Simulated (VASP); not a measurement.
Input:

```yaml
crystal:
  lattice:
    - [0.00000, 3.62879, 3.62879]
    - [3.62879, 0.00000, 3.62879]
    - [3.62879, 3.62879, 0.00000]
  atoms:
    - { symbol: Na, position: [0.25000, 0.25000, 0.25000] }
    - { symbol: Na, position: [0.75000, 0.75000, 0.75000] }
    - { symbol: Te, position: [0.00000, 0.00000, 0.00000] }
```

All values below come from r2SCAN meta-GGA, VASP's PBE PAW potentials (set 64) (plane waves; VASP). Settings: 400 eV cut-off, 6×6×6 Γ-centred mesh, tetrahedra with Blöchl corrections, potentials Na_pv Te.

Unless said otherwise, spin-orbit coupling is left out, though it shifts the bands of the heavy elements here.

Task: What does the run give for the energy per atom (σ→0), band gap (over mesh and band path) with the smallest direct gap where there is one?

Result: 
```yaml
band gap (over mesh and band path): 2.71 eV
smallest direct gap (over mesh and band path): 2.71 eV
energy per atom (σ→0): -11976 meV/atom
```

The structure comes from a computed database's Na2Te entry (Fm-3m); how it stands against other phases isn't given here. It was relaxed first.
